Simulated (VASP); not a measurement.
# Lu (relaxed from the simple-cubic structure, space group Pm-3m): computed properties

Computed with PBEsol GGA, VASP's PBE PAW potentials (set 64) (plane waves; VASP).

* **space group**: Pm-3m (221)
* **cell**: a = 3.1363 Å, b = 3.1363 Å, c = 3.1363 Å, α = 90.00°, β = 90.00°, γ = 90.00°
* **volume per atom**: 30.85 Å³/atom
* **band gap (over mesh and band path)**: none (metal, semimetal or under 0.01 eV)
* **density**: 9.42 g/cm³

Lu has the cubic space group Pm-3m (No. 221), the simple cubic structure, Pearson symbol cP1. Conventional cell: a = 3.1363 Å, b = 3.1363 Å, c = 3.1363 Å, α = 90.00°, β = 90.00°, γ = 90.00°. Lu on 1a is surrounded by 6 Lu at 3.136 Å (octahedral). (Neighbours: up to the widest gap in distance over summed covalent radii, below 1.35, at either atom.)

The structure was generated: Lu was put into the simple-cubic type (Pm-3m), which need not be its known phase. It was relaxed first, which changed the volume by -7 %. Symmetry was kept, so distortions that lower it aren't found.
